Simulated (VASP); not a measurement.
**Hf (Hafnium) with r2SCAN + rVV10: from relaxation to properties**

What structure and properties does r2SCAN + rVV10 give Hf (Hafnium), and how near are they to the measured ones? The steps: full relaxation (r2SCAN + rVV10), second relaxation, single point with fields (r2SCAN + rVV10), band structure (r2SCAN + rVV10), density of states (r2SCAN + rVV10), zone-centre phonons (r2SCAN + rVV10), volume scan with r2SCAN + rVV10, fit for r2SCAN + rVV10 and electric field gradients (r2SCAN + rVV10). The start is a cell from a database of measured crystal structures.

Calculated with VASP 6.6.1; r2SCAN with rVV10; plane waves and PAW (Hf_pv).

Experimental background.

For Hf, hcp (alpha) (NaCl pressure medium), “Reinvestigation of high pressure polymorphism in Hafnium metal” (2014, arxiv:1405.0345) quotes earlier work: bulk modulus (B0, earlier experiment) 112.9 GPa [literature value from equation of state fit, at 22.30 A^3/atom; correlated with pressure …].

## 1. The structure

Before any relaxation, the start is as follows. The structure is hexagonal, space group P6_3/mmc (No. 194). The conventional cell has a = 3.197 Å, b = 3.197 Å, c = 5.058 Å, α = 90.00°, β = 90.00°, γ = 120.00°. Nearest to Hf lie 12 Hf at 3.13 to 3.20 Å.

## 2. Full relaxation (r2SCAN + rVV10)

The start need not lie at this functional's minimum. ISIF = 3 frees volume, shape and positions, and EDIFFG sets the threshold on forces and stress at which the search stops. r2SCAN adds the kinetic-energy density, costs more than a GGA and is run with LASPH. LUSE_VDW switches on a nonlocal correlation term for dispersion.

INCAR

```
SYSTEM = Hf
PREC = Accurate
ENCUT = 400
EDIFF = 1E-06
NELM = 100
ISMEAR = 1
SIGMA = 0.2
LREAL = .FALSE.
ALGO = Normal
METAGGA = R2SCAN
LUSE_VDW = .TRUE.
IVDW_NL = 2
BPARAM = 11.95
CPARAM = 0.0093
LASPH = .TRUE.
NBANDS = 16
LORBIT = 11
LWAVE = .FALSE.
LCHARG = .FALSE.
KPAR = 2
IBRION = 2
NSW = 60
ISIF = 3
EDIFFG = -0.01
```

POSCAR

```
Hf
1.0
    3.1967000000      0.0000000000      0.0000000000
   -1.5983500000      2.7684234083      0.0000000000
    0.0000000000      0.0000000000      5.0578000000
Hf
2
Direct
    0.3333333333      0.6666666667      0.2500000000
    0.6666666667      0.3333333333      0.7500000000
```

KPOINTS

```
Automatic mesh
0
Gamma
8 8 5
0 0 0
```

Potentials, in the order of the species: Hf_pv (PBE family, release 64).

The run is started by

```
> mpirun -np 2 vasp_std
```

What it wrote:

```text
[banner, memory and clock lines left out]
running    2 mpi-ranks, on    1 nodes
 distrk:  each k-point on    1 cores,    2 groups
 distr:  one band on    1 cores,    1 groups

 POSCAR found type information on POSCAR Hf
 POSCAR found :  1 types and       2 ions
|                                                                             |
|               ----> ADVICE to this user running VASP <----                  |
|                                                                             |
|     You have switched on vdW-DFT.                                           |
|     This routine was written and supplied by Jiri Klimes. We recommend      |
|     that you carefully read and cite the following publications:            |
|       J. Klimes, D.R. Bowler, A. Michelides                                 |
|          J. Phys.: Cond Matt. 22 022201 (2010)                              |
|       J. Klimes, D.R. Bowler, A. Michelides                                 |
|          Phys. Rev. B. 83, 195131 (2011)                                    |
|     and references therein.                                                 |
|                                                                             |

|                                                                             |
|               ----> ADVICE to this user running VASP <----                  |
|                                                                             |
|     You enforced a specific xc type in the INCAR file but a different       |
|     [... a line on the potential file left out ...]
|     I HOPE YOU KNOW WHAT YOU ARE DOING!                                     |
|                                                                             |

 LDA part: xc-table for (None), standard interpolation
 POSCAR, INCAR and KPOINTS ok, starting setup
 FFT: planning ... GRIDC
 FFT: planning ... GRID_SOFT
 FFT: planning ... GRID
 WAVECAR not read
 entering main loop
       N       E                     dE             d eps       ncg     rms          rms(c)
Total rVV10 correction in eV:      0.3921394    22.5152500
Total rVV10 correction in eV:      0.3921394    22.5152500
DAV:   1    -0.297873417366E+02   -0.29787E+02   -0.10334E+04   968   0.101E+03
DAV:   2    -0.940484482873E+02   -0.64261E+02   -0.62912E+02  1264   0.237E+02
DAV:   3    -0.956647906859E+02   -0.16163E+01   -0.16138E+01  1296   0.267E+01
DAV:   4    -0.956787201424E+02   -0.13929E-01   -0.13928E-01  1192   0.308E+00
DAV:   5    -0.956789320831E+02   -0.21194E-03   -0.21193E-03  1288   0.307E-01    0.716E+01
Total rVV10 correction in eV:      0.3707226    22.5152503
Total rVV10 correction in eV:      0.3707226    22.5152503
DAV:   6    -0.900041733723E+02    0.56748E+01   -0.10304E+00  1104   0.851E+00    0.414E+01
Total rVV10 correction in eV:      0.3506927    22.5152503
Total rVV10 correction in eV:      0.3506927    22.5152503
DAV:   7    -0.899573973498E+02    0.46776E-01   -0.75665E-01  1200   0.643E+00    0.410E+00
Total rVV10 correction in eV:      0.3517642    22.5152503
Total rVV10 correction in eV:      0.3517642    22.5152503
DAV:   8    -0.899592073082E+02   -0.18100E-02   -0.23201E-02  1152   0.105E+00    0.152E+00
Total rVV10 correction in eV:      0.3534159    22.5152503
Total rVV10 correction in eV:      0.3534159    22.5152503
DAV:   9    -0.899575532908E+02    0.16540E-02   -0.78313E-03  1160   0.595E-01    0.200E-01
Total rVV10 correction in eV:      0.3533121    22.5152503
Total rVV10 correction in eV:      0.3533121    22.5152503
DAV:  10    -0.899575421743E+02    0.11116E-04   -0.23959E-04  1304   0.134E-01    0.128E-01
Total rVV10 correction in eV:      0.3532913    22.5152503
Total rVV10 correction in eV:      0.3532913    22.5152503
DAV:  11    -0.899575396344E+02    0.25400E-05   -0.14600E-05  1224   0.305E-02    0.627E-03
Total rVV10 correction in eV:      0.3533075    22.5152503
Total rVV10 correction in eV:      0.3533075    22.5152503
DAV:  12    -0.899575397131E+02   -0.78663E-07   -0.38919E-07   832   0.439E-03
Total rVV10 correction in eV:      0.3533087    22.5152503
Total rVV10 correction in eV:      0.3533087    22.5152503
Total rVV10 correction in eV:      0.3533091    22.5152503
Total rVV10 correction in eV:      0.3533091    22.5152503
   1 F= -.89957540E+02 E0= -.89961141E+02  d E =-.899575E+02
 curvature:   0.00 expect dE= 0.000E+00 dE for cont linesearch  0.000E+00
 trial: gam= 0.00000 g(F)=  0.121E-45 g(S)=  0.149E-01 ort = 0.000E+00 (trialstep = 0.100E+01)
 search vector abs. value=  0.149E-01
 bond charge predicted
       N       E                     dE             d eps       ncg     rms          rms(c)
Total rVV10 correction in eV:      0.3524392    22.5152503
Total rVV10 correction in eV:      0.3524392    22.5152503
DAV:   1    -0.900312912439E+02   -0.73752E-01   -0.21812E+00   960   0.117E+01    0.413E+00
Total rVV10 correction in eV:      0.3485690    22.5152498
Total rVV10 correction in eV:      0.3485690    22.5152498
DAV:   2    -0.899765468144E+02    0.54744E-01   -0.13911E-01   984   0.290E+00    0.993E-01
Total rVV10 correction in eV:      0.3466265    22.5152498
Total rVV10 correction in eV:      0.3466265    22.5152498
DAV:   3    -0.899578655973E+02    0.18681E-01   -0.33672E-02  1040   0.125E+00    0.558E-01
Total rVV10 correction in eV:      0.3458419    22.5152498
Total rVV10 correction in eV:      0.3458419    22.5152498
DAV:   4    -0.899548719082E+02    0.29937E-02   -0.74412E-03  1200   0.599E-01    0.425E-01
Total rVV10 correction in eV:      0.3460439    22.5152498
Total rVV10 correction in eV:      0.3460439    22.5152498
DAV:   5    -0.899548425737E+02    0.29335E-04   -0.47052E-04  1296   0.123E-01    0.669E-02
Total rVV10 correction in eV:      0.3460894    22.5152498
Total rVV10 correction in eV:      0.3460894    22.5152498
DAV:   6    -0.899548434292E+02   -0.85557E-06   -0.12203E-05  1288   0.203E-02    0.263E-02
Total rVV10 correction in eV:      0.3460880    22.5152498
Total rVV10 correction in eV:      0.3460880    22.5152498
DAV:   7    -0.899548328333E+02    0.10596E-04   -0.50705E-07   736   0.577E-03    0.242E-03
Total rVV10 correction in eV:      0.3460849    22.5152498
Total rVV10 correction in eV:      0.3460849    22.5152498
DAV:   8    -0.899548330182E+02   -0.18497E-06   -0.67029E-08   576   0.199E-03
Total rVV10 correction in eV:      0.3460853    22.5152498
Total rVV10 correction in eV:      0.3460853    22.5152498
Total rVV10 correction in eV:      0.3460849    22.5152498
Total rVV10 correction in eV:      0.3460849    22.5152498
   2 F= -.89954833E+02 E0= -.89957485E+02  d E =0.270669E-02
[...]
3 F= -.89960697E+02 E0= -.89963976E+02  d E =-.315739E-02
[...]
4 F= -.89960697E+02 E0= -.89963967E+02  d E =-.315685E-02
 curvature:  -0.21 expect dE=-0.227E-04 dE for cont linesearch -0.312E-07
 ZBRENT: accuracy reached
 trial: gam= 0.01042 g(F)=  0.951E-47 g(S)=  0.108E-03 ort =-0.470E-04 (trialstep = 0.886E+00)
 search vector abs. value=  0.109E-03
 bond charge predicted
       N       E                     dE             d eps       ncg     rms          rms(c)
Total rVV10 correction in eV:      0.3502165    22.5152501
Total rVV10 correction in eV:      0.3502165    22.5152501
DAV:   1    -0.899609022650E+02   -0.20587E-03   -0.12569E-02   976   0.841E-01    0.110E-01
Total rVV10 correction in eV:      0.3502554    22.5152502
Total rVV10 correction in eV:      0.3502554    22.5152502
DAV:   2    -0.899607779992E+02    0.12427E-03   -0.21747E-04  1224   0.105E-01    0.503E-02
Total rVV10 correction in eV:      0.3502744    22.5152502
Total rVV10 correction in eV:      0.3502744    22.5152502
DAV:   3    -0.899607577102E+02    0.20289E-04   -0.25357E-05  1288   0.348E-02    0.393E-02
Total rVV10 correction in eV:      0.3502866    22.5152502
Total rVV10 correction in eV:      0.3502866    22.5152502
DAV:   4    -0.899607483728E+02    0.93374E-05   -0.20766E-05  1328   0.321E-02    0.146E-02
Total rVV10 correction in eV:      0.3502824    22.5152502
Total rVV10 correction in eV:      0.3502824    22.5152502
DAV:   5    -0.899607479518E+02    0.42102E-06   -0.13557E-06   608   0.854E-03
Total rVV10 correction in eV:      0.3502824    22.5152502
Total rVV10 correction in eV:      0.3502824    22.5152502
Total rVV10 correction in eV:      0.3502819    22.5152502
Total rVV10 correction in eV:      0.3502819    22.5152502
   5 F= -.89960748E+02 E0= -.89963925E+02  d E =-.513852E-04
 trial-energy change:   -0.000051  1 .order   -0.000050   -0.000095   -0.000005
 step:   0.9386(harm=  0.9386)  dis= 0.00000  next Energy=   -89.960747 (dE=-0.504E-04)
 reached required accuracy - stopping structural energy minimisation
```

It took 2.9 min on 2 MPI ranks of Intel Xeon 6975P-C (Granite Rapids), shared host; peak memory 0.49 GiB; 5.2 min of CPU time.

The logs omit lines about the potential files and the build; timing stands in the text.

Parts of OUTCAR (step 2):

```text
ion  position               nearest neighbor table
   1  0.333  0.667  0.250-   2 3.13   2 3.13   2 3.13   2 3.13   2 3.13   2 3.13
   2  0.667  0.333  0.750-   1 3.13   1 3.13   1 3.13   1 3.13   1 3.13   1 3.13

  LATTYP: Found a hexagonal cell.
 ALAT       =     3.1967000000
 C/A-ratio  =     1.5821941377

 Subroutine GETGRP returns: Found 24 space group operations
 (whereof 12 operations were pure point group operations)

The static configuration has the point symmetry D_3d.
 The point group associated with its full space group is D_6h.

 Found     30 irreducible k-points:

   k-points           NKPTS =     30   k-points in BZ     NKDIM =     30   number of bands    NBANDS=     16

   dimension x,y,z NGX =    24 NGY =   24 NGZ =   36
   dimension x,y,z NGXF=    48 NGYF=   48 NGZF=   72

   ENCUT  =  400.0 eV  29.40 Ry    5.42 a.u.   5.21  5.21  8.25*2*pi/ulx,y,z

   NELECT =      20.0000    total number of electrons

 k-points in reciprocal lattice and weights: Automatic mesh
   0.00000000  0.00000000  0.00000000       0.003
   0.12500000  0.00000000  0.00000000       0.019
   0.25000000  0.00000000  0.00000000       0.019
   0.37500000  0.00000000  0.00000000       0.019
   0.50000000  0.00000000  0.00000000       0.009
   0.12500000  0.12500000  0.00000000       0.019
   0.25000000  0.12500000  0.00000000       0.038
   0.37500000  0.12500000  0.00000000       0.038
   0.25000000  0.25000000  0.00000000       0.019
[...]
0.25000000  0.25000000  0.40000000       0.038
   0.37500000  0.25000000  0.40000000       0.038

 average (electrostatic) potential at core
       1 -42.9793       2 -42.9793

 E-fermi :   4.9408

 k-point     1 :       0.0000    0.0000    0.0000
  band No.  band energies     occupation
    ...
      4     -26.3747      2.00000
      5     -26.3673      2.00000
      6     -26.3673      2.00000
      7      -2.8978      2.00000
      8       1.0283      2.00000
      9       5.3865     -0.00714
     10       6.2408     -0.00000
     11       6.2408     -0.00000
     12       6.5953     -0.00000
     13       7.1415     -0.00000
    ...

 k-point     2 :       0.1250    0.0000    0.0000
  band No.  band energies     occupation
    ...
      5     -26.3949      2.00000
      6     -26.3791      2.00000
      7      -2.4100      2.00000
      8       1.4884      2.00000
      9       4.8331      1.78112
     10       5.3309     -0.01871
     11       6.6279     -0.00000
     12       6.7042     -0.00000
     13       7.2688     -0.00000
     14       7.2861     -0.00000
    ...

 k-point     3 :       0.2500    0.0000    0.0000
  band No.  band energies     occupation
    ...
      6     -26.4108      2.00000
      7      -1.1101      2.00000
      8       2.4071      2.00000
      9       3.7421      2.00000
     10       4.3279      2.00013
     11       5.8951     -0.00000
     12       6.5429     -0.00000
     13       6.6380     -0.00000
     14       8.0347     -0.00000
     15       8.3265     -0.00000
    ...

  Total        0.0042347      0.0042347      0.0004706      0.0000000     -0.0000000      0.0000000
  in kB        0.1536438      0.1536438      0.0170756      0.0000000     -0.0000000      0.0000000
  external PRESSURE =       0.1081211 kB  Pullay stress =       0.0000000 kB

  energy-cutoff  :      400.00
  volume of cell :       44.16
      direct lattice vectors                 reciprocal lattice vectors
     3.186426207 -0.000000000  0.000000000     0.313831212  0.181190535 -0.000000000
    -1.593213104  2.759526043 -0.000000000     0.000000000  0.362381070 -0.000000000
     0.000000000  0.000000000  5.022080712    -0.000000000  0.000000000  0.199120655

 POSITION                                       TOTAL-FORCE (eV/Angst)
 -----------------------------------------------------------------------------------
     -0.00000      1.83968      1.25552        -0.000000      0.000000     -0.000000
      1.59321      0.91984      3.76656         0.000000     -0.000000      0.000000
 -----------------------------------------------------------------------------------
    total drift:                               -0.000000      0.000000     -0.000000

  FREE ENERGIE OF THE ION-ELECTRON SYSTEM (eV)
  ---------------------------------------------------
  free  energy   TOTEN  =       -89.9607479518 eV

  energy  without entropy=      -89.9702801829  energy(sigma->0) =      -89.96392536

 reached required accuracy - stopping structural energy minimisation

 total charge
# of ion       s       p       d       tot
------------------------------------------
    1        0.406   6.432   1.524   8.362
    2        0.406   6.432   1.524   8.362
--------------------------------------------------
tot          0.812  12.864   3.049  16.724

[... 3 further parts left out ...]
```

The k-mesh is coarse for a metal. Harder data sets than Hf_pv exist (the GW ones), and pressures, volumes and forces can shift noticeably with them. The PAW data sets were made with PBE, which is usual practice but a small mismatch for other functionals. The run keeps the 24 symmetry operations of its start, so it cannot find a distortion of lower symmetry.

The steps of the relaxation:

```csv
step,energy less that of the first step (eV),largest force (eV/Å),pressure (GPa),volume (Å³)
1,0.0000,0.0000,-1.59,44.76
2,0.0027,0.0000,2.30,43.34
3,-0.0032,0.0000,0.01,44.16
4,-0.0032,0.0000,0.03,44.15
5,-0.0032,0.0000,0.01,44.16
```

```csv
"conventional cell, symmetrised",before,after,change
a (Å),3.197,3.186,-0.3 %
b (Å),3.197,3.186,-0.3 %
c (Å),5.058,5.022,-0.7 %
volume (Å³/atom),22.38,22.08,-1.3 %
```

Final coordinates:

```xyz
2
Lattice="3.1864 0.0000 0.0000 -1.5932 2.7595 0.0000 0.0000 0.0000 5.0221" Properties=species:S:1:pos:R:3 pbc="T T T"
Hf    0.0000    1.8397    1.2555
Hf    1.5932    0.9198    3.7666
```

This step gave:

| Quantity | Value |
| --- | --- |
| electrons | 20 |
| bands | 16 |
| irreducible k-points | 30 |
| symmetry operations | 24 |
| free energy (TOTEN) | -89.9607 eV |
| energy at zero smearing | -89.9639 eV |
| Fermi energy | 4.941 eV |
| pressure | 0.01081 GPa |
| metallic | yes |
| SCF cycles over all ionic steps | 37 |

It ends with forces that vanish by symmetry and a pressure of 0.01 GPa. The volume lies -1.3 % from that of the database's start, which holds the thermal and zero-point expansion of its experiment.

(Part 1 of 6 ends here.)

[Lines on the potential files, build, host, timing and source positions are cut from VASP's logs without a mark.]

[Logs are printed without paths, hosts, clocks, repeated set-up lines and the standing remarks that a program may print on its own settings, such as how far it seeks lower states.]

[Hosts, paths, dates, database ids (printed as entryN), source tags and the programs' standing remarks are cut or masked in the printed files.]

[A measured line is paired with the nearest computed mode of its activity, which favours agreement.]
